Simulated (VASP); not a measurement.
Input for VASP

**KPOINTS**
```
Regular mesh
0
G
7 7 7
0 0 0
```

**INCAR**
```
ALGO = Normal
EDIFF = 1E-7
ENCUT = 520
GGA = PE
ISIF = 2
ISMEAR = -5
IVDW = 13
LASPH = T
LCHARG = T
LMAXMIX = 4
LORBIT = 11
LREAL = F
LWAVE = F
NEDOS = 601
NELM = 100
PREC = Accurate
SYSTEM = CsBr
```

**POSCAR**
```
CsBr
8.6549280
  0.4999999920   0.0000000000   0.0000000000
  0.0000000000   0.4999999920   0.0000000000
  0.0000000000   0.0000000000   0.4999999920
Cs Br
1 1
direct
  0.0000000000   0.0000000000   0.0000000000
  0.5000000000   0.5000000000   0.5000000000
```

POTCAR, in this order: Cs_sv Br (PBE.64 set). Program: vasp_std.

Task: Translate this PBE-D4 calculation to Ansatz.

Result: One equivalent input (not run):
Ansatz 0.2 input:
```yaml
crystal:
  lattice:
    - [4.3274639, 0.0000000, 0.0000000]
    - [0.0000000, 4.3274639, 0.0000000]
    - [0.0000000, 0.0000000, 4.3274639]
  atoms:
    - { symbol: Cs, position: [0.0000000, 0.0000000, 0.0000000] }
    - { symbol: Br, position: [0.5000000, 0.5000000, 0.5000000] }
kpoints:
  mp_grid: { grid: [7, 7, 7] }
hamiltonian:
  xc: pbe
  dispersion: d4
  pseudopotentials: { kind: paw }
scf:
  occupations: { method: tetrahedron }
  max_iter: 100
output: { forces: true, stress: true, eigenvalues: true }
```
Limits of the translation: each code has its own PAW files, so the cut-off isn't converted (ENCUT is set for VASP's; basis.ecutwfc is left out, and Ansatz then takes the one that its files recommend); Ansatz stops its SCF on the density residual and VASP on the energy change (EDIFF).

The compound is CsBr in the CsCl type structure. It was relaxed first.
